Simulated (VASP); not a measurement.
# Al12H2C in VASP: further runs, part 2 of 2

VASP 6.6.1. Earlier steps stand in the parts before.

## 4. Relaxation of the atoms, PBEsol

INCAR reads:

```
PREC = Accurate
ENCUT = 520
EDIFF = 1E-6
ISMEAR = 0
SIGMA = 0.1
LREAL = Auto
LASPH = T
NELM = 100
ALGO = Normal
ISIF = 2
LWAVE = F
LCHARG = F
GGA = PS
IBRION = 2
NSW = 80
EDIFFG = -0.03
```

KPOINTS reads:

```
regular mesh
0
Gamma
  3 3 1
```

POSCAR reads:

```
Al12H2C
1.0
    5.7275650000      0.0000000000      0.0000000000
    2.8637820000      4.9602170000      0.0000000000
    0.0000000000      0.0000000000     15.6765370000
Al C H
12 1 2
Selective dynamics
Direct
    0.1666666800      0.1666666600      0.0637896000  F F F
    0.6666666800      0.1666666600      0.0637896000  F F F
    0.1666667400      0.6666666300      0.0637896000  F F F
    0.6666667300      0.6666666300      0.0637896000  F F F
   -0.1666666300      0.3333333200      0.2129468100  T T T
    0.3333333700      0.3333333200      0.2129468100  T T T
   -0.1666665700      0.8333332900      0.2129468100  T T T
    0.3333334200      0.8333332900      0.2129468100  T T T
    0.0000000000      0.0000000000      0.3621040300  T T T
    0.4999999900      0.0000000000      0.3621040300  T T T
    0.0000000500      0.4999999700      0.3621040300  T T T
    0.5000000500      0.4999999700      0.3621040300  T T T
    0.7500000700      0.7499999600      0.4533231500  T T T
    1.3333333500      0.3333333200      0.3423292500  T T T
    0.8149669500      0.5707996700      0.5043548300  T T T
```

Potentials or basis: VASP PAW PBE potentials, release 64 (Al, C, H).

Run with:

```console
cat potpaw_PBE.64/Al/POTCAR potpaw_PBE.64/C/POTCAR potpaw_PBE.64/H/POTCAR > POTCAR
mpirun -np 1 vasp_std > vasp.out
```

OUTCAR:

```text
PREC = Accurate
   ENCUT = 520
   EDIFF = 1E-6
   ISMEAR = 0
   LREAL = Auto
   LASPH = T
   NELM = 100
   ISIF = 2
   GGA = PS
   IBRION = 2
   NSW = 80
   EDIFFG = -0.03

 ion  position               nearest neighbor table
   1  0.167  0.167  0.064-   5 2.86   6 2.86   3 2.86   3 2.86   4 2.86   2 2.86   2 2.86   8 2.86
                             4 2.86
   2  0.667  0.167  0.064-   6 2.86   5 2.86   4 2.86   3 2.86   4 2.86   1 2.86   1 2.86   7 2.86
                             3 2.86
   3  0.167  0.667  0.064-   6 2.86   7 2.86   8 2.86   4 2.86   2 2.86   1 2.86   1 2.86   4 2.86
                             2 2.86
   4  0.667  0.667  0.064-   5 2.86   8 2.86   2 2.86   3 2.86   7 2.86   1 2.86   2 2.86   3 2.86
                             1 2.86
   5  0.833  0.333  0.213-   4 2.86   1 2.86   2 2.86   7 2.86   7 2.86   8 2.86   6 2.86   6 2.86
                            11 2.86   9 2.86  12 2.86   8 2.86
   6  0.333  0.333  0.213-  14 2.03   3 2.86   2 2.86   1 2.86   8 2.86   7 2.86   8 2.86   5 2.86
                             5 2.86  12 2.86  10 2.86  11 2.86   7 2.86
   7  0.833  0.833  0.213-   9 2.86   3 2.86   8 2.86   6 2.86   4 2.86   5 2.86   5 2.86  11 2.86
                             8 2.86   2 2.86  10 2.86   6 2.86
   8  0.333  0.833  0.213-  10 2.86   4 2.86   3 2.86   6 2.86   7 2.86   5 2.86   6 2.86  12 2.86
                             7 2.86   1 2.86   9 2.86   5 2.86
   9  0.000  0.000  0.362-   7 2.86  11 2.86  10 2.86  12 2.86  11 2.86   5 2.86  10 2.86   8 2.86
                            12 2.86
  10  0.500  0.000  0.362-  14 1.68  13 2.02   8 2.86   9 2.86  11 2.86  12 2.86  12 2.86   6 2.86
                             9 2.86   7 2.86  11 2.86
  11  0.000  0.500  0.362-  14 1.68  13 2.02   9 2.86  10 2.86   9 2.86  12 2.86  12 2.86   5 2.86
                             7 2.86   6 2.86  10 2.86
  12  0.500  0.500  0.362-  14 1.68  10 2.86  10 2.86   9 2.86  11 2.86  11 2.86   6 2.86   8 2.86
                             5 2.86   9 2.86
  13  0.750  0.750  0.453-  15 1.20  11 2.02  10 2.02
  14  0.333  0.333  0.342-  11 1.68  10 1.68  12 1.68   6 2.03
  15  0.815  0.571  0.504-  13 1.20

  LATTYP: Found a hexagonal cell.
 ALAT       =     5.7275649303
 C/A-ratio  =     2.7370334847

  Lattice vectors:

 A1 = (  -2.8637820000,  -4.9602170000,   0.0000000000)
 A2 = (   5.7275650000,   0.0000000000,   0.0000000000)
 A3 = (   0.0000000000,   0.0000000000,  15.6765370000)

Analysis of symmetry for initial positions (statically):
=====================================================================
 Subroutine PRICEL returns:
 Original cell was already a primitive cell.

 Routine SETGRP: Setting up the symmetry group for a
 hexagonal supercell.

 Subroutine GETGRP returns: Found  1 space group operations
 (whereof  1 operations were pure point group operations)
 out of a pool of 24 trial point group operations.

The static configuration has the point symmetry C_1 .

Analysis of symmetry for dynamics (positions and initial velocities):
=====================================================================
 Subroutine PRICEL returns:
 Original cell was already a primitive cell.

 Routine SETGRP: Setting up the symmetry group for a
 hexagonal supercell.

 Subroutine GETGRP returns: Found  1 space group operations
 (whereof  1 operations were pure point group operations)
 out of a pool of 24 trial point group operations.

The dynamic configuration has the point symmetry C_1 .

Analysis of constrained symmetry for selective dynamics:
=====================================================================
 Subroutine PRICEL returns:
 Original cell was already a primitive cell.

 Routine SETGRP: Setting up the symmetry group for a
 hexagonal supercell.

[... 96 lines left out ...]
   dimension x,y,z NGXF=    96 NGYF=   96 NGZF=  240
   ions per type =              12   1   2
   NGX,Y,Z   is equivalent  to a cutoff of  13.93, 13.93, 12.73 a.u.
   NGXF,Y,Z  is equivalent  to a cutoff of  27.86, 27.86, 25.45 a.u.
 SYSTEM =  unknown system
   PREC   = accura    normal or accurate (medium, high low for compatibility)
   ISTART =      0    job   : 0-new  1-cont  2-samecut
   ICHARG =      2    charge: 1-file 2-atom 10-const
   ISPIN  =      1    spin polarized calculation?
   LNONCOLLINEAR =      F non collinear calculations
   LSORBIT =      F    spin-orbit coupling
   LASPH  =      T    aspherical Exc in radial PAW
   ENCUT  =  520.0 eV  38.22 Ry    6.18 a.u.  10.65 10.65 29.15*2*pi/ulx,y,z
   NELM   =    100;   NELMIN=  2; NELMDL= -5     # of ELM steps
   EDIFF  = 0.1E-05   stopping-criterion for ELM
   LREAL  =      T    real-space projection
   EDIFFG = -.3E-01   stopping-criterion for IOM
   NSW    =     80    number of steps for IOM
   IBRION =      2    ionic relax: 0-MD 1-quasi-New 2-CG
   NFREE  =      1    steps in history (QN), initial steepest desc. (CG)
   ISIF   =      2    stress and relaxation
   ISYM   =      2    0-nonsym 1-usesym 2-fastsym
   POTIM  = 0.5000    time-step for ionic-motion
   TEBEG  =    0.0;   TEEND  =   0.0 temperature during run
   PSTRESS=    0.0 pullay stress
   NELECT =      42.0000    total number of electrons
   NUPDOWN=      -1.0000    fix difference up-down
   EMIN   =  10.00;   EMAX   =-10.00  energy-range for DOS
   EFERMI =   0.00;   METHOD = LEGACY
   ISMEAR =     0;   SIGMA  =   0.10  broadening in eV -4-tet -1-fermi 0-gaus
   EFERMI_NEDOS =   21; number of points for ismear=-14 and -15
   IALGO  =     38    algorithm
   IMIX   =      4    mixing-type and parameters
     AMIX     =   0.40;   BMIX     =  1.00
     AMIX_MAG =   1.60;   BMIX_MAG =  1.00
  volume/ion in A,a.u.               =      29.69       200.37
  Fermi-wavevector in a.u.,A,eV,Ry     =   0.745162  1.408153  7.554868  0.555267
  Thomas-Fermi vector in A             =   1.840685
   LORBIT       =      0    0 simple, 1 ext, 2 COOP (PROOUT), +10 PAW based schemes
   GGA     = PS    functional components
   LHFCALC =     F    Hartree Fock is set to
   AEXX    =    0.0000 exact exchange contribution
   IVDW    =     0    specifies the selected vdW correction
   LEPSILON=     F    determine dielectric tensor
   LRPA    =     F    only Hartree local field effects (RPA)
 conjugate gradient relaxation of ions
 non-spin polarized calculation
 Gauss-broadening in eV      SIGMA  =   0.10
  energy-cutoff  :      520.00
  volume of cell :      445.37
 maximum number of plane-waves:     12018
 NGX is ok and might be reduce to    42
   NGX = 21   NGY = 21   NGZ = 59

--------------------------------------- Ionic step        1  -------------------------------------------

 number of electron      42.0000000 magnetization

 Free energy of the ion-electron system (eV)
  ---------------------------------------------------
  ext. energy  EPLUGINS =         0.00000000
  ---------------------------------------------------
  free energy    TOTEN  =       -59.44280109 eV

  energy without entropy =      -59.40894149  energy(sigma->0) =      -59.42587129

------------------------ aborting loop because EDIFF is reached ----------------------------------------

  FORCE on cell =-STRESS in cart. coord.  units (eV):
  Direction    XX          YY          ZZ          XY          YZ          ZX
  --------------------------------------------------------------------------------------
  -------------------------------------------------------------------------------------
  Total       -4.6265802     -3.4794387     -3.8607398     -0.8340875      1.4873756     -0.6268591
  in kB      -16.6436986    -12.5169623    -13.8886577     -3.0005532      5.3506974     -2.2550683
  external PRESSURE =     -14.3497729 kB  Pullay stress =       0.0000000 kB
[... 128 lines left out ...]
  FREE ENERGIE OF THE ION-ELECTRON SYSTEM (eV)
  ---------------------------------------------------
  free  energy   TOTEN  =       -59.8880091253 eV

  energy  without entropy=      -59.8516793331  energy(sigma->0) =      -59.86984423

[... ionic steps 4 to 62 ...]

--------------------------------------- Ionic step       63  -------------------------------------------

 number of electron      42.0000000 magnetization

------------------------ aborting loop because EDIFF is reached ----------------------------------------
[... 93 lines left out ...]
--------------------------------------- Ionic step       65  -------------------------------------------

 number of electron      42.0000000 magnetization

 Free energy of the ion-electron system (eV)
  ---------------------------------------------------
  ext. energy  EPLUGINS =         0.00000000
  ---------------------------------------------------
  free energy    TOTEN  =       -61.80035501 eV

  energy without entropy =      -61.76582368  energy(sigma->0) =      -61.78308935

 E-fermi :   1.5507     XC(G=0):  -5.9032

 val. band max:        1.5246720014   @ k =   0.3333   0.3333   0.0000
 cond. band min:       1.7695569696   @ k =   0.3333   0.0000   0.0000
 fundamental gap:      0.2448849682
 Fermi energy:         1.5506937493

 k-point     1 :       0.0000    0.0000    0.0000
  band No.  band energies     occupation
      1     -10.4819      2.00000
      2      -8.7868      2.00000
      3      -7.1704      2.00000
      4      -5.4142      2.00000
      5      -4.2656      2.00000
      6      -3.3449      2.00000
[... 191 lines left out ...]
  FREE ENERGIE OF THE ION-ELECTRON SYSTEM (eV)
  ---------------------------------------------------
  free  energy   TOTEN  =       -61.8003550113 eV

  energy  without entropy=      -61.7658236812  energy(sigma->0) =      -61.78308935

 reached required accuracy - stopping structural energy minimisation
```

It took 48 min on 1 thread of Intel Xeon Platinum 8488C (Sapphire Rapids), shared host; peak memory 0.66 GiB.

Results:

* Free energy: -61.8004 eV
* Energy gained by relaxing: 157.2 meV/atom
* Ionic steps: 65
* Band gap on the k mesh: none (metal or under the smearing width)

Step by step:
```
step  energy change (eV)  largest force (eV/Å)  pressure (GPa)
   1              0.0000                2.2014           -1.43
   3             -0.4452                2.1002           -0.80
   5             -0.5624                1.4085           -0.73
   7             -0.8595                1.8520           -0.72
   9             -1.0202                1.6956           -0.62
  11             -1.1323                1.3226           -0.58
  13             -1.3175                0.8575           -0.27
  15             -1.3568                0.9337           -0.34
  17             -1.3928                0.5688           -0.47
  19             -1.4850                0.3848           -0.36
  21             -1.5112                0.4810           -0.26
  23             -1.5383                1.1632           -0.21
  25             -1.5839                1.1148           -0.22
  27             -1.6796                1.1359           -0.25
  29             -1.7593                1.5111           -0.44
  31             -1.9299                1.5906           -0.61
  33             -2.0899                1.5878           -0.74
  35             -2.2076                0.6327           -0.63
  37             -2.2629                0.8480           -0.53
  39             -2.2863                0.4566           -0.44
  41             -2.3029                0.4363           -0.46
  43             -2.3147                0.5330           -0.45
  45             -2.3254                0.4396           -0.51
  47             -2.3298                0.2501           -0.52
  49             -2.3373                0.3669           -0.57
  51             -2.3425                0.2828           -0.67
  53             -2.3461                0.2238           -0.75
  55             -2.3478                0.2227           -0.74
  57             -2.3513                0.3063           -0.77
  59             -2.3536                0.2045           -0.77
  61             -2.3561                0.1922           -0.78
  63             -2.3566                0.1901           -0.78
  65             -2.3576                0.1872           -0.77
```

Final structure:
```cif
data_structure
_symmetry_space_group_name_H-M 'P 1'
_symmetry_Int_Tables_number 1
_cell_length_a 5.7276
_cell_length_b 5.7276
_cell_length_c 15.6765
_cell_angle_alpha 90.000
_cell_angle_beta 90.000
_cell_angle_gamma 60.000
_cell_volume 445.37
loop_
_atom_site_label
_atom_site_type_symbol
_atom_site_fract_x
_atom_site_fract_y
_atom_site_fract_z
_atom_site_occupancy
Al1 Al 0.16667 0.16667 0.06379 1
Al2 Al 0.66667 0.16667 0.06379 1
Al3 Al 0.16667 0.66667 0.06379 1
Al4 Al 0.66667 0.66667 0.06379 1
Al5 Al 0.83915 0.33533 0.20890 1
Al6 Al 0.33973 0.33459 0.21652 1
Al7 Al 0.83875 0.83278 0.20884 1
Al8 Al 0.34148 0.83322 0.20850 1
Al9 Al 0.01117 0.99890 0.34815 1
Al10 Al 0.50387 0.01475 0.36236 1
Al11 Al 0.02716 0.49113 0.36308 1
Al12 Al 0.50303 0.49043 0.36270 1
C1 C 0.67712 0.66573 0.42135 1
H1 H 0.34602 0.33179 0.43162 1
H2 H 0.67509 0.66659 0.49183 1
```

Levels at points of the mesh, in eV from the Fermi level:
```csv
k point,band 19,band 20,band 21,band 22,band 23,band 24
"(0.00, 0.00, 0.00)",-1.83,-1.56,-1.13,-0.42,-0.41,0.44
```

Caveat: the k mesh is coarse (spacing up to 0.42 Å⁻¹), so the values aren't converged; the PAW data sets were made with another functional, which shifts forces and pressure a little.
